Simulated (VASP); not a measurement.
All values below come from PBE GGA, VASP's PBE PAW potentials (set 64) (plane waves; VASP).

The input files of a VASP run:

**POSCAR**
```
O48Si24
10.0111330
  0.4999999970  -0.8660254228   0.0000000000
  0.4999999970   0.8660254228   0.0000000000
  0.0000000000   0.0000000000   1.0974432899
Si O
24 48
direct
  1.0000000000   0.2372432508   0.1666660000
  0.2627567492   0.2627567492   0.0000000000
  0.2372432508   0.0000000000   0.3333340000
  1.0000000000   0.2372432508   0.6666660000
  0.2627567492   0.2627567492   0.5000000000
  0.2372432508   0.0000000000   0.8333340000
  1.0000000000   0.7372432508   0.1666660000
  0.2627567492   0.7627567492   0.0000000000
  0.2372432508   0.5000000000   0.3333340000
  1.0000000000   0.7372432508   0.6666660000
  0.2627567492   0.7627567492   0.5000000000
  0.2372432508   0.5000000000   0.8333340000
  0.5000000000   0.2372432508   0.1666660000
  0.7627567492   0.2627567492   0.0000000000
  0.7372432508   0.0000000000   0.3333340000
  0.5000000000   0.2372432508   0.6666660000
  0.7627567492   0.2627567492   0.5000000000
  0.7372432508   0.0000000000   0.8333340000
  0.5000000000   0.7372432508   0.1666660000
  0.7627567492   0.7627567492   0.0000000000
  0.7372432508   0.5000000000   0.3333340000
  0.5000000000   0.7372432508   0.6666660000
  0.7627567492   0.7627567492   0.5000000000
  0.7372432508   0.5000000000   0.8333340000
  0.1295266372   0.2070029671   0.1040232099
  0.2929970329   0.4225236701   0.4373572099
  0.3704733628   0.0774763299   0.2293087901
  0.4225236701   0.2929970329   0.0626427901
  0.2070029671   0.1295266372   0.3959767901
  0.0774763299   0.3704733628   0.2706912099
  0.1295266372   0.2070029671   0.6040242099
  0.2929970329   0.4225236701   0.9373572099
  0.3704733628   0.0774763299   0.7293087901
  0.4225236701   0.2929970329   0.5626427901
  0.2070029671   0.1295266372   0.8959767901
  0.0774763299   0.3704733628   0.7706912099
  0.1295266372   0.7070029671   0.1040232099
  0.2929970329   0.9225236701   0.4373572099
  0.3704733628   0.5774763299   0.2293087901
  0.4225236701   0.7929970329   0.0626427901
  0.2070029671   0.6295266372   0.3959767901
  0.0774763299   0.8704733628   0.2706912099
  0.1295266372   0.7070029671   0.6040242099
  0.2929970329   0.9225236701   0.9373572099
  0.3704733628   0.5774763299   0.7293087901
  0.4225236701   0.7929970329   0.5626427901
  0.2070029671   0.6295266372   0.8959767901
  0.0774763299   0.8704733628   0.7706912099
  0.6295266372   0.2070029671   0.1040232099
  0.7929970329   0.4225236701   0.4373572099
  0.8704733628   0.0774763299   0.2293087901
  0.9225236701   0.2929970329   0.0626427901
  0.7070029671   0.1295266372   0.3959767901
  0.5774763299   0.3704733628   0.2706912099
  0.6295266372   0.2070029671   0.6040242099
  0.7929970329   0.4225236701   0.9373572099
  0.8704733628   0.0774763299   0.7293087901
  0.9225236701   0.2929970329   0.5626427901
  0.7070029671   0.1295266372   0.8959767901
  0.5774763299   0.3704733628   0.7706912099
  0.6295266372   0.7070029671   0.1040232099
  0.7929970329   0.9225236701   0.4373572099
  0.8704733628   0.5774763299   0.2293087901
  0.9225236701   0.7929970329   0.0626427901
  0.7070029671   0.6295266372   0.3959767901
  0.5774763299   0.8704733628   0.2706912099
  0.6295266372   0.7070029671   0.6040242099
  0.7929970329   0.9225236701   0.9373572099
  0.8704733628   0.5774763299   0.7293087901
  0.9225236701   0.7929970329   0.5626427901
  0.7070029671   0.6295266372   0.8959767901
  0.5774763299   0.8704733628   0.7706912099
```

**KPOINTS**
```
K-points
0
gamma
  1 1 1
```

INCAR:
```
GGA = PE   # PBE
NELMIN = 4
ENCUT = 400   # plane-wave cut-off (eV)
SIGMA = 0.05
ALGO = Fast   # Davidson, then RMM-DIIS
LVHAR = .TRUE.
LREAL = Auto   # projection in real space or not
PREC = Normal
LCHARG = .FALSE.
ISMEAR = 0
LASPH = .TRUE.   # aspherical one-centre terms
NELM = 100
LORBIT = 11   # lm-projected
SYSTEM = O48Si24
EDIFF = 1E-6
LWAVE = .FALSE.
```

POTCAR, in this order: Si O (PBE.64 set). Program: vasp_gam. Read from the step before: WAVECAR.

Output of the run:

### OSZICAR
```
       N       E                     dE             d eps       ncg     rms          rms(c)
DAV:   1    -0.570309750336E+03   -0.57031E+03   -0.63328E-06   456   0.494E-03    0.164E-03
RMM:   2    -0.570309750381E+03   -0.44478E-07   -0.51375E-07   291   0.170E-03    0.622E-04
RMM:   3    -0.570309750420E+03   -0.39108E-07   -0.12496E-07   327   0.789E-04    0.349E-04
RMM:   4    -0.570309750410E+03    0.10026E-07   -0.46432E-09   144   0.340E-04
   1 F= -.57030975E+03 E0= -.57030975E+03  d E =-.561219E-12
```

### OUTCAR
```
------------------------ aborting loop because EDIFF is reached ----------------------------------------
  FORCE on cell =-STRESS in cart. coord.  units (eV):
  Direction    XX          YY          ZZ          XY          YZ          ZX
  --------------------------------------------------------------------------------------
  Total      -24.6382826    -24.6382840    -24.9855016      0.0000000     -0.0000000      0.0000000
  in kB      -41.3960206    -41.3960230    -41.9794008      0.0000000     -0.0000000      0.0000000
  external PRESSURE =     -41.5904815 kB  Pullay stress =       0.0000000 kB
  volume of cell :      953.59
      direct lattice vectors                 reciprocal lattice vectors
     5.005566470 -8.669895689  0.000000000     0.099888794 -0.057670821  0.000000000
     5.005566470  8.669895689  0.000000000     0.099888794  0.057670821  0.000000000
     0.000000000  0.000000000 10.986650735     0.000000000  0.000000000  0.091019549
 POSITION                                       TOTAL-FORCE (eV/Angst)
 -----------------------------------------------------------------------------------
      1.18754      2.05687      1.83110         0.004894      0.008476      0.000000
      2.63049      0.00000      0.00000        -0.009787      0.000000      0.000000
      1.18754     -2.05687      3.66222         0.004894     -0.008476      0.000000
      1.18754      2.05687      7.32443         0.004894      0.008476      0.000000
      2.63049      0.00000      5.49333        -0.009787      0.000000      0.000000
      1.18754     -2.05687      9.15555         0.004894     -0.008476      0.000000
      3.69032      6.39182      1.83110         0.004894      0.008476      0.000000
      5.13328      4.33495      0.00000        -0.009787      0.000000      0.000000
      3.69032      2.27807      3.66222         0.004894     -0.008476      0.000000
      3.69032      6.39182      7.32443         0.004894      0.008476      0.000000
      5.13328      4.33495      5.49333        -0.009787      0.000000      0.000000
      3.69032      2.27807      9.15555         0.004894     -0.008476      0.000000
      3.69032     -2.27807      1.83110         0.004894      0.008476      0.000000
      5.13328     -4.33495      0.00000        -0.009787      0.000000      0.000000
      3.69032     -6.39182      3.66222         0.004894     -0.008476      0.000000
      3.69032     -2.27807      7.32443         0.004894      0.008476      0.000000
      5.13328     -4.33495      5.49333        -0.009787      0.000000      0.000000
      3.69032     -6.39182      9.15555         0.004894     -0.008476      0.000000
      6.19310      2.05687      1.83110         0.004894      0.008476      0.000000
      7.63606      0.00000      0.00000        -0.009787      0.000000      0.000000
      6.19310     -2.05687      3.66222         0.004894     -0.008476      0.000000
      6.19310      2.05687      7.32443         0.004894      0.008476      0.000000
      7.63606      0.00000      5.49333        -0.009787      0.000000      0.000000
      6.19310     -2.05687      9.15555         0.004894     -0.008476      0.000000
      1.68452      0.67171      1.14287         0.006736     -0.011914     -0.016542
      3.58159      1.12298      4.80509         0.006950      0.011791     -0.016542
      2.24224     -2.54025      2.51934        -0.013686     -0.000123      0.016542
      3.58159     -1.12298      0.68823         0.006950     -0.011791      0.016542
      1.68452     -0.67171      4.35046         0.006736      0.011914      0.016542
      2.24224      2.54025      2.97399        -0.013686      0.000123     -0.016542
      1.68452      0.67171      6.63620         0.006736     -0.011914     -0.016542
      3.58159      1.12298     10.29842         0.006950      0.011791     -0.016542
      2.24224     -2.54025      8.01266        -0.013686     -0.000123      0.016542
      3.58159     -1.12298      6.18156         0.006950     -0.011791      0.016542
      1.68452     -0.67171      9.84378         0.006736      0.011914      0.016542
      2.24224      2.54025      8.46732        -0.013686      0.000123     -0.016542
      4.18730      5.00666      1.14287         0.006736     -0.011914     -0.016542
      6.08437      5.45793      4.80509         0.006950      0.011791     -0.016542
      4.74503      1.79469      2.51934        -0.013686     -0.000123      0.016542
      6.08437      3.21197      0.68823         0.006950     -0.011791      0.016542
      4.18730      3.66324      4.35046         0.006736      0.011914      0.016542
      4.74503      6.87520      2.97399        -0.013686      0.000123     -0.016542
      4.18730      5.00666      6.63620         0.006736     -0.011914     -0.016542
      6.08437      5.45793     10.29842         0.006950      0.011791     -0.016542
      4.74503      1.79469      8.01266        -0.013686     -0.000123      0.016542
      6.08437      3.21197      6.18156         0.006950     -0.011791      0.016542
      4.18730      3.66324      9.84378         0.006736      0.011914      0.016542
      4.74503      6.87520      8.46732        -0.013686      0.000123     -0.016542
      4.18730     -3.66324      1.14287         0.006736     -0.011914     -0.016542
      6.08437     -3.21197      4.80509         0.006950      0.011791     -0.016542
      4.74503     -6.87520      2.51934        -0.013686     -0.000123      0.016542
      6.08437     -5.45793      0.68823         0.006950     -0.011791      0.016542
      4.18730     -5.00666      4.35046         0.006736      0.011914      0.016542
      4.74503     -1.79469      2.97399        -0.013686      0.000123     -0.016542
      4.18730     -3.66324      6.63620         0.006736     -0.011914     -0.016542
      6.08437     -3.21197     10.29842         0.006950      0.011791     -0.016542
      4.74503     -6.87520      8.01266        -0.013686     -0.000123      0.016542
      6.08437     -5.45793      6.18156         0.006950     -0.011791      0.016542
      4.18730     -5.00666      9.84378         0.006736      0.011914      0.016542
      4.74503     -1.79469      8.46732        -0.013686      0.000123     -0.016542
      6.69009      0.67171      1.14287         0.006736     -0.011914     -0.016542
      8.58715      1.12298      4.80509         0.006950      0.011791     -0.016542
      7.24781     -2.54025      2.51934        -0.013686     -0.000123      0.016542
      8.58715     -1.12298      0.68823         0.006950     -0.011791      0.016542
      6.69009     -0.67171      4.35046         0.006736      0.011914      0.016542
      7.24781      2.54025      2.97399        -0.013686      0.000123     -0.016542
      6.69009      0.67171      6.63620         0.006736     -0.011914     -0.016542
      8.58715      1.12298     10.29842         0.006950      0.011791     -0.016542
      7.24781     -2.54025      8.01266        -0.013686     -0.000123      0.016542
      8.58715     -1.12298      6.18156         0.006950     -0.011791      0.016542
      6.69009     -0.67171      9.84378         0.006736      0.011914      0.016542
      7.24781      2.54025      8.46732        -0.013686      0.000123     -0.016542
 -----------------------------------------------------------------------------------
    total drift:                               -0.054323      0.035680     -0.055364
  FREE ENERGIE OF THE ION-ELECTRON SYSTEM (eV)
  ---------------------------------------------------
  free  energy   TOTEN  =      -570.3097504098 eV

  energy  without entropy=     -570.3097504098  energy(sigma->0) =     -570.30975041

 total charge

# of ion       s       p       d       tot
------------------------------------------
    1        0.637   0.979   0.000   1.616
    2        0.637   0.979   0.000   1.616
    3        0.637   0.979   0.000   1.616
    4        0.637   0.979   0.000   1.616
    5        0.637   0.979   0.000   1.616
    6        0.637   0.979   0.000   1.616
    7        0.637   0.979   0.000   1.616
    8        0.637   0.979   0.000   1.616
    9        0.637   0.979   0.000   1.616
   10        0.637   0.979   0.000   1.616
   11        0.637   0.979   0.000   1.616
   12        0.637   0.979   0.000   1.616
...
```
(Selected blocks of OUTCAR.)

At this cut-off the stress carries a Pulay error, which pulls relaxed volumes low. The supercell is sampled at Γ alone, which is coarse: total energies, pressure and levels can be off, energies of defects by several tenths of an eV.

The cell is a supercell, built from SiO2 (quartz).
